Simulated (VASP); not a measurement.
Here is a VASP 6.6.1 calculation.

Contents of INCAR:

```
PREC = Accurate
ENCUT = 600
EDIFF = 1E-6
ISMEAR = 1
SIGMA = 0.1
LREAL = F
LASPH = T
NELM = 80
ALGO = Normal
ISIF = 3
LWAVE = F
LCHARG = F
GGA = RP
IBRION = 2
NSW = 90
EDIFFG = -0.01
```

Contents of KPOINTS:

```
Automatic mesh
0
Gamma
  18 18 8
```

Contents of POSCAR:

```
Zn
1.0
    2.6700000000      0.0000000000      0.0000000000
   -1.3350000000      2.3122878281      0.0000000000
    0.0000000000      0.0000000000      4.9660000000
Zn
2
Direct
    0.3333333333      0.6666666667      0.2500000000
    0.6666666667      0.3333333333      0.7500000000
```

Potentials or basis: VASP PAW PBE potentials, release 64 (Zn).

The run is started by

```sh
$ cat potpaw_PBE.64/Zn/POTCAR > POTCAR
$ mpirun -np 1 vasp_std > vasp.out
```

(1) Estimate the relaxed volume.

(2) Predict the band gap on the k mesh.

(3) What does it give for the relaxed cell?

Results:

(1) 16.10 Å³/atom.

(2) none (metal or under the smearing width).

(3) a = 2.672 Å, b = 2.672 Å, c = 5.208 Å, α = 90.00°, β = 90.00°, γ = 120.00°.

Caveat: the PAW data sets were made with another functional, which shifts forces and pressure a little.
